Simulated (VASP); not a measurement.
# Relaxed cell of SiNi: a test of cutoff and mesh

Aim: test the relaxed volume of SiNi against cutoff and mesh. The starting structure is a measured crystal structure from the Crystallography Open Database. The first relaxation on each setting starts from this cell expanded by 3 % in volume.

Calculated with VASP 6.6.1; Kohn-Sham DFT with plane waves and PAW; PBEsol.

### 1. The structure

The structure is orthorhombic, space group Pnma (No. 62). Conventional cell: a = 5.175 Å, b = 3.332 Å, c = 5.609 Å, α = 90.00°, β = 90.00°, γ = 90.00°. Nearest to Ni lie 6 Si at 2.28 to 2.40 Å. Si has 6 Ni at 2.28 to 2.40 Å nearest. Farther neighbours are not listed.

### 2. Reference relaxation

This run starts from the cell of an earlier relaxation, which isn't shown; the restart sets up the plane waves anew.

Input file INCAR:

```
SYSTEM = SiNi
PREC = Accurate
ENCUT = 450
EDIFF = 1E-06
NELM = 100
ISMEAR = 0
SIGMA = 0.05
LREAL = .FALSE.
ALGO = Normal
GGA = PS
NBANDS = 40
ISPIN = 2
MAGMOM = 1 -1 1 -1 0 0 0 0
LASPH = .TRUE.
LMAXMIX = 4
LORBIT = 11
LWAVE = .FALSE.
LCHARG = .FALSE.
KPAR = 8
IBRION = 2
NSW = 50
ISIF = 3
EDIFFG = -0.006
```

Input file POSCAR:

```
SiNi
1.0
    5.1520852092      0.0000000000      0.0000000000
    0.0000000000      3.3051280001      0.0000000000
    0.0000000000      0.0000000000      5.5536003638
Ni Si
4 4
Direct
    0.9911045920      0.7500000000      0.8127332399
    0.5088954080      0.2500000000      0.3127332399
    0.4911045920      0.7500000000      0.6872667601
    0.0088954080      0.2500000000      0.1872667601
    0.6794689401      0.2500000000      0.9167161845
    0.8205310599      0.7500000000      0.4167161845
    0.1794689401      0.2500000000      0.5832838155
    0.3205310599      0.7500000000      0.0832838155
```

Input file KPOINTS:

```
Automatic mesh
0
Gamma
6 8 6
0 0 0
```

The projector-augmented-wave data sets are Ni and Si (PBE family, release 64).

Run with:

```sh
> mpirun -np 8 vasp_std
```

The log of the run:

```text
[banner, memory and clock lines left out]
running    8 mpi-ranks, on    1 nodes
 distrk:  each k-point on    1 cores,    8 groups
 distr:  one band on    1 cores,    1 groups

 POSCAR found type information on POSCAR NiSi
 POSCAR found :  2 types and       8 ions
|                                                                             |
|           W    W    AA    RRRRR   N    N  II  N    N   GGGG   !!!           |
|           W    W   A  A   R    R  NN   N  II  NN   N  G    G  !!!           |
|           W    W  A    A  R    R  N N  N  II  N N  N  G       !!!           |
|           W WW W  AAAAAA  RRRRR   N  N N  II  N  N N  G  GGG   !            |
|           WW  WW  A    A  R   R   N   NN  II  N   NN  G    G                |
|           W    W  A    A  R    R  N    N  II  N    N   GGGG   !!!           |
|                                                                             |
|     For optimal performance we recommend to set                             |
|       NCORE = 2 up to number-of-cores-per-socket                            |
|     NCORE specifies how many cores store one orbital (NPAR=cpu/NCORE).      |
|     This setting can greatly improve the performance of VASP for DFT.       |
|     The default, NCORE=1 might be grossly inefficient on modern             |
|     multi-core architectures or massively parallel machines. Do your        |
|     Unfortunately you need to use the default for GW and RPA                |
|     calculations (for HF NCORE is supported but not extensively tested      |
|     yet).                                                                   |
|                                                                             |

|                                                                             |
|               ----> ADVICE to this user running VASP <----                  |
|                                                                             |
|     You enforced a specific xc type in the INCAR file but a different       |
|     [... a line on the potential file left out ...]
|     I HOPE YOU KNOW WHAT YOU ARE DOING!                                     |
|                                                                             |

 LDA part: xc-table for (Slater+PW92), standard interpolation
 POSCAR, INCAR and KPOINTS ok, starting setup
 FFT: planning ... GRIDC
 FFT: planning ... GRID_SOFT
 FFT: planning ... GRID
 WAVECAR not read
 entering main loop
       N       E                     dE             d eps       ncg     rms          rms(c)
DAV:   1     0.344278538096E+03    0.34428E+03   -0.21823E+04 12800   0.148E+03
DAV:   2    -0.301238577559E+02   -0.37440E+03   -0.35542E+03 12840   0.333E+02
DAV:   3    -0.588992241800E+02   -0.28775E+02   -0.27745E+02 14880   0.110E+02
DAV:   4    -0.597574658355E+02   -0.85824E+00   -0.85460E+00 15184   0.178E+01
DAV:   5    -0.597860307518E+02   -0.28565E-01   -0.28559E-01 15896   0.309E+00    0.310E+01
DAV:   6    -0.699619342178E+02   -0.10176E+02   -0.13074E+02 14952   0.171E+02    0.387E+01
DAV:   7    -0.522281400888E+02    0.17734E+02   -0.44898E+01 15184   0.107E+02    0.644E+00
DAV:   8    -0.523760324152E+02   -0.14789E+00   -0.60579E+00 19048   0.188E+01    0.395E+00
DAV:   9    -0.522617553590E+02    0.11428E+00   -0.56206E-01 16256   0.930E+00    0.978E-01
DAV:  10    -0.522616079049E+02    0.14745E-03   -0.37811E-02 15776   0.259E+00    0.597E-01
DAV:  11    -0.522603126965E+02    0.12952E-02   -0.28093E-03 17640   0.466E-01    0.319E-01
DAV:  12    -0.522600686344E+02    0.24406E-03   -0.76144E-04 16568   0.437E-01    0.151E-01
DAV:  13    -0.522600618546E+02    0.67798E-05   -0.14311E-04 17360   0.117E-01    0.623E-02
DAV:  14    -0.522600535586E+02    0.82960E-05   -0.26942E-05 17544   0.682E-02    0.333E-02
DAV:  15    -0.522600469045E+02    0.66542E-05   -0.15886E-05 20056   0.380E-02    0.925E-03
DAV:  16    -0.522600468222E+02    0.82315E-07   -0.22517E-06  9640   0.110E-02
   1 F= -.52260047E+02 E0= -.52259510E+02  d E =-.522600E+02  mag=    -0.0000
 curvature:   0.00 expect dE= 0.000E+00 dE for cont linesearch  0.000E+00
 trial: gam= 0.00000 g(F)=  0.579E-05 g(S)=  0.293E-05 ort = 0.000E+00 (trialstep = 0.100E+01)
 search vector abs. value=  0.872E-05
 reached required accuracy - stopping structural energy minimisation
```

It took 63 s on 8 MPI ranks of AMD EPYC 7R13 (Zen 3), shared host; peak memory 3.6 GiB.

The logs omit lines about the potential files and the build; timing stands in the text.

OUTCAR, selected parts (step 2):

```text
ion  position               nearest neighbor table
   1  0.991  0.750  0.813-   8 2.27   7 2.30   7 2.30   6 2.37   5 2.38   5 2.38   4 2.66   4 2.66
                             3 2.67   3 2.67
   2  0.509  0.250  0.313-   7 2.27   8 2.30   8 2.30   5 2.37   6 2.38   6 2.38   3 2.66   3 2.66
                             4 2.67   4 2.67
   3  0.491  0.750  0.687-   6 2.27   5 2.30   5 2.30   8 2.37   7 2.38   7 2.38   2 2.66   2 2.66
                             1 2.67   1 2.67
   4  0.009  0.250  0.187-   5 2.27   6 2.30   6 2.30   7 2.37   8 2.38   8 2.38   1 2.66   1 2.66
                             2 2.67   2 2.67
   5  0.679  0.250  0.917-   4 2.27   3 2.30   3 2.30   2 2.37   1 2.38   1 2.38   8 2.65   8 2.65

  LATTYP: Found a simple orthorhombic cell.
 ALAT       =     3.3051280001
 B/A-ratio  =     1.5588156371
 C/A-ratio  =     1.6802981197

 Subroutine GETGRP returns: Found  8 space group operations
 (whereof  2 operations were pure point group operations)

The static configuration has the point symmetry S_2 .
 The point group associated with its full space group is D_2h.

 Found     80 irreducible k-points:

   k-points           NKPTS =     80   k-points in BZ     NKDIM =     80   number of bands    NBANDS=     40

   dimension x,y,z NGX =    36 NGY =   24 NGZ =   40
   dimension x,y,z NGXF=    72 NGYF=   48 NGZF=   80

   ENCUT  =  450.0 eV  33.07 Ry    5.75 a.u.   8.91  5.72  9.61*2*pi/ulx,y,z

   NELECT =      56.0000    total number of electrons

 k-points in reciprocal lattice and weights: Automatic mesh
   0.00000000  0.00000000  0.00000000       0.003
   0.16666667  0.00000000  0.00000000       0.007
   0.33333333  0.00000000  0.00000000       0.007
   0.50000000  0.00000000  0.00000000       0.003
   0.00000000  0.12500000  0.00000000       0.007
   0.16666667  0.12500000  0.00000000       0.014
   0.33333333  0.12500000  0.00000000       0.014
   0.50000000  0.12500000  0.00000000       0.007
   0.00000000  0.25000000  0.00000000       0.007
[...]
0.33333333  0.50000000  0.50000000       0.007
   0.50000000  0.50000000  0.50000000       0.003

 average (electrostatic) potential at core
       1 -81.1917       2 -81.1917       3 -81.1917       4 -81.1917       5 -78.7726
       6 -78.7726       7 -78.7726       8 -78.7726

 E-fermi :  10.6789

 spin component 1
 k-point     1 :       0.0000    0.0000    0.0000
  band No.  band energies     occupation
    ...
     24       8.6353      1.00000
     25       8.7811      1.00000
     26       9.4583      1.00000
     27       9.6474      1.00000
     28       9.7155      1.00000
     29      11.2115      0.00000
     30      11.9553      0.00000
     31      14.1914      0.00000
     32      14.8278      0.00000
     33      14.9598      0.00000
    ...

 k-point     2 :       0.1667    0.0000    0.0000
  band No.  band energies     occupation
    ...
     24       8.6523      1.00000
     25       8.7253      1.00000
     26       9.2798      1.00000
     27       9.7277      1.00000
     28      10.0828      1.00000
     29      11.9821      0.00000
     30      12.2752      0.00000
     31      13.8848      0.00000
     32      14.9191      0.00000
     33      14.9853      0.00000
    ...

 k-point     3 :       0.3333    0.0000    0.0000
  band No.  band energies     occupation
    ...
     23       8.5786      1.00000
     24       8.6515      1.00000
     25       8.6801      1.00000
     26       8.9618      1.00000
     27      10.3402      1.00000
     28      10.8963      0.00000
     29      12.6975      0.00000
     30      12.9987      0.00000
     31      13.5806      0.00000
     32      14.4050      0.00000
    ...

 k-point     4 :       0.5000    0.0000    0.0000
  band No.  band energies     occupation
    ...
     22       8.2341      1.00000
     23       8.6206      1.00000
     24       8.6206      1.00000
     25       8.7573      1.00000
     26       8.7573      1.00000
     27      11.5816      0.00000
     28      11.5816      0.00000
     29      11.9123      0.00000
     30      11.9123      0.00000
     31      14.6002      0.00000
    ...

 k-point     5 :       0.0000    0.1250    0.0000
  band No.  band energies     occupation
    ...
     24       8.6628      1.00000
     25       9.1800      1.00000
     26       9.1867      1.00000
     27       9.4853      1.00000
     28       9.7265      1.00000
     29      11.2171      0.00000
     30      12.1023      0.00000
     31      12.6513      0.00000
     32      13.5616      0.00000
     33      14.7794      0.00000
    ...

 k-point     6 :       0.1667    0.1250    0.0000
  band No.  band energies     occupation
    ...
     24       8.6773      1.00000
     25       9.1084      1.00000
     26       9.2838      1.00000
     27       9.4712      1.00000
     28       9.7754      1.00000
     29      11.9250      0.00000
     30      12.4541      0.00000
     31      12.5043      0.00000
     32      13.7185      0.00000
     33      14.3660      0.00000
    ...

  Total       -0.0220382     -0.0005050     -0.0000606      0.0000000      0.0000000      0.0000000
  in kB       -0.3733715     -0.0085553     -0.0010261      0.0000000      0.0000000      0.0000000
  external PRESSURE =      -0.1276510 kB  Pullay stress =       0.0000000 kB

  energy-cutoff  :      450.00
  volume of cell :       94.57
      direct lattice vectors                 reciprocal lattice vectors
     5.152085209  0.000000000  0.000000000     0.194096169  0.000000000  0.000000000
     0.000000000  3.305128000  0.000000000     0.000000000  0.302560143  0.000000000
     0.000000000  0.000000000  5.553600364     0.000000000  0.000000000  0.180063371

 POSITION                                       TOTAL-FORCE (eV/Angst)
 -----------------------------------------------------------------------------------
      5.10626      2.47885      4.51360         0.003135     -0.000000      0.003997
      2.62187      0.82628      1.73680        -0.003135      0.000000      0.003997
      2.53021      2.47885      3.81680         0.003135     -0.000000     -0.003997
      0.04583      0.82628      1.04000        -0.003135      0.000000     -0.003997
      3.50068      0.82628      5.09108         0.001058     -0.000000     -0.001758
      4.22745      2.47885      2.31428        -0.001058     -0.000000     -0.001758
      0.92464      0.82628      3.23933         0.001058     -0.000000      0.001758
      1.65140      2.47885      0.46253        -0.001058     -0.000000      0.001758
 -----------------------------------------------------------------------------------
    total drift:                                0.000000      0.000000     -0.000000

  FREE ENERGIE OF THE ION-ELECTRON SYSTEM (eV)
  ---------------------------------------------------
  free  energy   TOTEN  =       -52.2600468222 eV

  energy  without entropy=      -52.2589727605  energy(sigma->0) =      -52.25950979

 reached required accuracy - stopping structural energy minimisation

 total charge
# of ion       s       p       d       tot
------------------------------------------
    1        0.514   0.670   8.467   9.652
    2        0.514   0.670   8.467   9.652
    3        0.514   0.670   8.467   9.652
    4        0.514   0.670   8.467   9.652
    5        0.760   0.863   0.000   1.623
    6        0.760   0.863   0.000   1.623
    7        0.760   0.863   0.000   1.623
    8        0.760   0.863   0.000   1.623
--------------------------------------------------
tot          5.097   6.136  33.867  45.100

 magnetization (x)
# of ion       s       p       d       tot
------------------------------------------
    1        0.000  -0.000   0.000   0.000
    2       -0.000   0.000  -0.000  -0.000
    3        0.000  -0.000   0.000   0.000
    4       -0.000   0.000  -0.000  -0.000
    5       -0.000  -0.000   0.000  -0.000
    6        0.000   0.000   0.000   0.000
    7       -0.000  -0.000   0.000  -0.000
    8        0.000   0.000   0.000   0.000
--------------------------------------------------
tot          0.000   0.000   0.000   0.000

[... 1 further part left out ...]
```

The moments of the start collapse, so the state is non-magnetic; other starts or orders were not tried. The PAW data sets were made with PBE, which is usual practice but a small mismatch for other functionals. The run keeps the 8 symmetry operations of its start, so it cannot find a distortion of lower symmetry.

The reference relaxation ends at 11.821 Å³ an atom.

### 3. Relaxation with a cutoff of 270 eV

Against step 2 the input has ENCUT = 270. This run starts from the cell of an earlier relaxation, which isn't shown; the restart sets up the plane waves anew.

INCAR, as its differences from that of step 2:

```diff
@@ -2,3 +2,3 @@
 PREC = Accurate
-ENCUT = 450
+ENCUT = 270
 EDIFF = 1E-06
```

Input file POSCAR:

```
SiNi
1.0
    5.1418653902      0.0000000000      0.0000000000
    0.0000000000      3.3007671397      0.0000000000
    0.0000000000      0.0000000000      5.5428893473
Ni Si
4 4
Direct
    0.9909594033      0.7500000000      0.8129714359
    0.5090405967      0.2500000000      0.3129714359
    0.4909594033      0.7500000000      0.6870285641
    0.0090405967      0.2500000000      0.1870285641
    0.6792299405      0.2500000000      0.9165448187
    0.8207700595      0.7500000000      0.4165448187
    0.1792299405      0.2500000000      0.5834551813
    0.3207700595      0.7500000000      0.0834551813
```

KPOINTS is that of step 2.

Run with:

```sh
> mpirun -np 8 vasp_std
```

The log of the run:

```text
[banner, memory and clock lines left out]
running    8 mpi-ranks, on    1 nodes
[...]
[... a notice as in an earlier step ...]

 [... a notice as in an earlier step ...]

 LDA part: xc-table for (Slater+PW92), standard interpolation
 POSCAR, INCAR and KPOINTS ok, starting setup
[...]
entering main loop
       N       E                     dE             d eps       ncg     rms          rms(c)
DAV:   1     0.248500408378E+03    0.24850E+03   -0.15441E+04 12800   0.966E+02
DAV:   2    -0.414974808594E+02   -0.29000E+03   -0.27392E+03 12984   0.259E+02
DAV:   3    -0.592615523074E+02   -0.17764E+02   -0.17320E+02 15160   0.761E+01
DAV:   4    -0.596874836300E+02   -0.42593E+00   -0.42511E+00 14880   0.114E+01
[...]
DAV:  14    -0.522007394828E+02    0.27259E-05   -0.24982E-05 16736   0.588E-02    0.267E-02
DAV:  15    -0.522007344241E+02    0.50586E-05   -0.13033E-05 19392   0.301E-02    0.756E-03
DAV:  16    -0.522007342905E+02    0.13358E-06   -0.18641E-06  8992   0.101E-02
   1 F= -.52200734E+02 E0= -.52200207E+02  d E =-.522007E+02  mag=    -0.0000
[... from here on, the cycles between the ionic steps are left out ...]
   2 F= -.52199729E+02 E0= -.52199218E+02  d E =0.100575E-02  mag=     0.0000
   3 F= -.52202166E+02 E0= -.52201646E+02  d E =-.143150E-02  mag=     0.0000
   4 F= -.52202166E+02 E0= -.52201646E+02  d E =-.143162E-02  mag=    -0.0000
   5 F= -.52201801E+02 E0= -.52201277E+02  d E =-.106631E-02  mag=    -0.0000
   6 F= -.52202162E+02 E0= -.52201642E+02  d E =-.142818E-02  mag=     0.0000
   7 F= -.52202165E+02 E0= -.52201645E+02  d E =-.143065E-02  mag=    -0.0000
   8 F= -.52202207E+02 E0= -.52201688E+02  d E =-.422144E-04  mag=     0.0000
   9 F= -.52202228E+02 E0= -.52201708E+02  d E =-.632455E-04  mag=     0.0000
[...]
reached required accuracy - stopping structural energy minimisation
```

Elapsed: 1.8 min, on 8 MPI ranks; peak memory 2.1 GiB; 14 min of CPU time.

OUTCAR, selected parts (step 3):

```text
  Total        0.0084039      0.0337913     -0.0042439      0.0000000      0.0000000      0.0000000
  in kB        0.1438189      0.5782853     -0.0726282      0.0000000      0.0000000      0.0000000
  external PRESSURE =       0.2164920 kB  Pullay stress =       0.0000000 kB

 POSITION                                       TOTAL-FORCE (eV/Angst)
 -----------------------------------------------------------------------------------
      5.08889      2.47090      4.49973        -0.000479     -0.000000      0.002071
      2.61446      0.82363      1.73304         0.000479      0.000000      0.002071
      2.52111      2.47090      3.80034        -0.000479     -0.000000     -0.002071
      0.04668      0.82363      1.03365         0.000479      0.000000     -0.002071
      3.48765      0.82363      5.07111        -0.004158      0.000000      0.000294
      4.21570      2.47090      2.30442         0.004158      0.000000      0.000294
      0.91987      0.82363      3.22896        -0.004158      0.000000     -0.000294
      1.64791      2.47090      0.46227         0.004158      0.000000     -0.000294
 -----------------------------------------------------------------------------------
    total drift:                                0.000000      0.000000     -0.000000

  FREE ENERGIE OF THE ION-ELECTRON SYSTEM (eV)
  ---------------------------------------------------
  free  energy   TOTEN  =       -52.2022281845 eV

  energy  without entropy=      -52.2011884703  energy(sigma->0) =      -52.20170833

 magnetization (x)
# of ion       s       p       d       tot
------------------------------------------
    1       -0.000  -0.000  -0.000  -0.000
    2        0.000   0.000   0.000   0.000
    3       -0.000  -0.000  -0.000  -0.000
    4        0.000   0.000   0.000   0.000
    5        0.000  -0.000   0.000   0.000
    6       -0.000   0.000   0.000  -0.000
    7        0.000  -0.000   0.000   0.000
    8       -0.000   0.000   0.000  -0.000
--------------------------------------------------
tot          0.000   0.000   0.000   0.000

[... 2 parts as in an earlier step ...]

[... 2 further parts left out ...]
[key lines of the parts left out:]
E-fermi :  10.8385
```

Logs of long relaxations may skip ionic steps without a mark.

With a cutoff of 270 eV the cell ends at 11.703 Å³ an atom, -1.00 % from the reference.

(Part 1 of 2 ends here.)

[Lines on the potential files, build, host, timing and source positions are cut from VASP's logs without a mark.]

[Logs are printed without paths, hosts, clocks, repeated set-up lines and the standing remarks that a program may print on its own settings, such as how far it seeks lower states.]

[Hosts, paths, dates, database ids (printed as entryN), source tags and the programs' standing remarks are cut or masked in the printed files.]
